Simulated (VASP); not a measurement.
VASP ran on this input.

**POSCAR**
```
Ag
1.0
 -2.5436760000   2.5436760000   1.3878600000
  2.5436760000  -2.5436760000   1.3878600000
  2.5436760000   2.5436760000  -1.3878600000
Ag
2
Cartesian
 -0.0000000000   2.5436760000   0.6939300000
  0.0000000000   0.0000000000   0.0000000000
```

### KPOINTS
```
Automatic mesh
0
Gamma
  13 13 13
```

**INCAR**
```
ALGO  =  Normal
EDIFF  =  1E-6
EDIFFG  =  -0.01
ENCUT  =  400
GGA  =  PS
IBRION  =  2
ISIF  =  3
ISMEAR  =  1
LASPH  =  T
LCHARG  =  F
LMAXMIX  =  4
LREAL  =  F
LWAVE  =  F
NELM  =  100
NSW  =  60
PREC  =  Accurate
SIGMA  =  0.1
SYSTEM  =  Ag
```

POTCAR, in this order: Ag (PBE.64 set). Program: vasp_std.

Question: Write an equivalent input for Quantum ESPRESSO's pw.x.

Answer: One equivalent input (not run):
```
&CONTROL
  calculation = 'vc-relax'
  pseudo_dir = './pseudo'
  outdir = './out'
  tprnfor = .true.
  tstress = .true.
  nstep = 60
  forc_conv_thr = 0.00039
/
&SYSTEM
  ibrav = 0
  nat = 2
  ntyp = 1
  ecutwfc = 82
  occupations = 'smearing'
  smearing = 'methfessel-paxton'
  degauss = 0.00735
  input_dft = 'pbesol'
/
&ELECTRONS
  conv_thr = 7.3e-08
  electron_maxstep = 100
/
&IONS
/
&CELL
/
ATOMIC_SPECIES
  Ag 107.868 Ag.upf
CELL_PARAMETERS angstrom
    -2.5436760    2.5436760    1.3878600
     2.5436760   -2.5436760    1.3878600
     2.5436760    2.5436760   -1.3878600
ATOMIC_POSITIONS crystal
  Ag   0.7500000  0.2500000  0.5000000
  Ag   0.0000000  0.0000000  0.0000000
K_POINTS automatic
  13 13 13 0 0 0
```
The two are equivalent in intent, not identical: the potentials are each code's own (VASP's PAW set, PseudoDojo norm-conserving files in pw.x), so ENCUT and ecutwfc are chosen apart and not converted; conv_thr bounds pw.x's estimated SCF error, while EDIFF bounds the energy change between steps; forc_conv_thr acts on force components and is met together with etot_conv_thr.

The structure was generated: Ag was put into the beta-Sn type (I4_1/amd), which need not be its known phase. This run relaxes it. Symmetry was kept, so distortions that lower it aren't found.
